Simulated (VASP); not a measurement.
```yaml
crystal:
  lattice:
    - [3.61016, 0.00000, 0.00000]
    - [0.00000, 3.61016, 0.00000]
    - [0.00000, 0.00000, 3.61016]
  atoms:
    - { symbol: Mg, position: [0.00000, 0.00000, 0.00000] }
    - { symbol: Sn, position: [0.50000, 0.50000, 0.50000] }
```

The numbers are results of PBEsol GGA with spin-orbit coupling, VASP's PBE PAW potentials (set 64) (plane waves; VASP 6.6.1), not measurements. Settings: 400 eV cut-off, 9×9×9 Γ-centred mesh, Gaussian smearing of 0.050 eV, potentials Mg Sn_d.

Question: Give the energies of bands 11 to 23 at the high-symmetry points, in eV from the Fermi level.

Answer: 
```tsv
band	Γ	X	M	R
11	-10.16	-8.21	-6.38	-4.54
12	-10.16	-8.21	-6.38	-4.54
13	0.87	-5.61	-3.66	-1.93
14	0.87	-5.61	-3.66	-1.93
15	1.35	2.70	-3.46	-1.50
16	1.35	2.70	-3.46	-1.50
17	1.35	3.14	-1.16	-1.50
18	1.35	3.14	-1.16	-1.50
19	3.03	5.36	4.72	0.98
20	3.03	5.36	4.72	0.98
21	3.88	5.99	7.97	0.98
22	3.88	5.99	7.97	0.98
23	3.88	6.12	8.12	1.00
```

It has no gap at this level: it comes out as a metal or semimetal.

The structure comes from a computed database's MgSn entry (Pm-3m); how it stands against other phases isn't given here. It was relaxed first.
